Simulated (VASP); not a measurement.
OSZICAR of a VASP run on Tc (hcp):

File OSZICAR:
```
       N       E                     dE             d eps       ncg     rms          rms(c)
DAV:   1     0.316487203213E+03    0.31649E+03   -0.16944E+04  4104   0.162E+03
DAV:   2    -0.909980087670E+01   -0.32559E+03   -0.32242E+03  4432   0.455E+02
DAV:   3    -0.172074884615E+02   -0.81077E+01   -0.78914E+01  4922   0.820E+01
DAV:   4    -0.172946069431E+02   -0.87118E-01   -0.85936E-01  4432   0.804E+00
DAV:   5    -0.172953816390E+02   -0.77470E-03   -0.77461E-03  4572   0.730E-01    0.241E+01
DAV:   6    -0.159877895234E+02    0.13076E+01   -0.31923E+00  4326   0.176E+01    0.748E+00
DAV:   7    -0.158378793234E+02    0.14991E+00   -0.57719E-01  4671   0.675E+00    0.917E-01
DAV:   8    -0.158280730962E+02    0.98062E-02   -0.11465E-02  4189   0.119E+00    0.276E-01
DAV:   9    -0.158280529867E+02    0.20109E-04   -0.48176E-04  4783   0.188E-01    0.216E-02
DAV:  10    -0.158280562596E+02   -0.32729E-05   -0.16494E-05  4350   0.350E-02    0.938E-03
DAV:  11    -0.158280559611E+02    0.29858E-06   -0.54998E-07  2158   0.811E-03
   1 F= -.15828056E+02 E0= -.15827721E+02  d E =-.158281E+02
       N       E                     dE             d eps       ncg     rms          rms(c)
DAV:   1    -0.159166488206E+02   -0.88593E-01   -0.26592E+00  4204   0.196E+01    0.340E+00
DAV:   2    -0.158265469088E+02    0.90102E-01   -0.26046E-01  4213   0.538E+00    0.475E-01
DAV:   3    -0.158227247140E+02    0.38222E-02   -0.28987E-02  4475   0.163E+00    0.493E-01
DAV:   4    -0.158242558308E+02   -0.15311E-02   -0.13738E-03  4165   0.308E-01    0.275E-02
DAV:   5    -0.158243274573E+02   -0.71627E-04   -0.24067E-04  4496   0.143E-01    0.215E-02
DAV:   6    -0.158243351589E+02   -0.77017E-05   -0.12773E-05  4144   0.304E-02    0.371E-03
DAV:   7    -0.158243349341E+02    0.22484E-06   -0.14297E-07  2103   0.359E-03
   2 F= -.15824335E+02 E0= -.15824046E+02  d E =0.372103E-02
       N       E                     dE             d eps       ncg     rms          rms(c)
DAV:   1    -0.158797109427E+02   -0.55376E-01   -0.14983E+00  4219   0.149E+01    0.245E+00
DAV:   2    -0.158298965339E+02    0.49814E-01   -0.14542E-01  4244   0.397E+00    0.357E-01
DAV:   3    -0.158277001035E+02    0.21964E-02   -0.16829E-02  4457   0.123E+00    0.347E-01
DAV:   4    -0.158285164195E+02   -0.81632E-03   -0.79702E-04  4132   0.229E-01    0.396E-02
DAV:   5    -0.158285308968E+02   -0.14477E-04   -0.17794E-04  4469   0.126E-01    0.230E-02
DAV:   6    -0.158285362947E+02   -0.53979E-05   -0.10436E-05  4115   0.276E-02    0.237E-03
DAV:   7    -0.158285364592E+02   -0.16460E-06   -0.15302E-07  2082   0.338E-03
   3 F= -.15828536E+02 E0= -.15828211E+02  d E =-.480498E-03
       N       E                     dE             d eps       ncg     rms          rms(c)
DAV:   1    -0.158286765598E+02   -0.14027E-03   -0.61050E-03  4084   0.682E-01    0.676E-02
DAV:   2    -0.158285679426E+02    0.10862E-03   -0.18659E-04  4365   0.119E-01    0.280E-02
DAV:   3    -0.158285453338E+02    0.22609E-04   -0.77223E-05  4633   0.618E-02    0.627E-03
DAV:   4    -0.158285453367E+02   -0.29222E-08   -0.19580E-06  2881   0.154E-02
   4 F= -.15828545E+02 E0= -.15828217E+02  d E =-.887746E-05
```

Task: Which electronic solver shows in the log?

Result: It is blocked Davidson (ALGO = Normal, or the opening steps of other solvers). The INCAR had ALGO = Normal.

Task: Can the final energy be trusted as converged?

Result: The calculation finished and met its thresholds. It stopped with EDIFF = 1E-6, NELM = 100, NSW = 60 and EDIFFG = -0.01 after 4 ionic steps (rev-vdW-DF2, plane waves, VASP's PBE PAW potentials (set 64)).

The compound is Tc in the hcp structure. This run relaxes it. Symmetry was kept, so distortions that lower it aren't found.
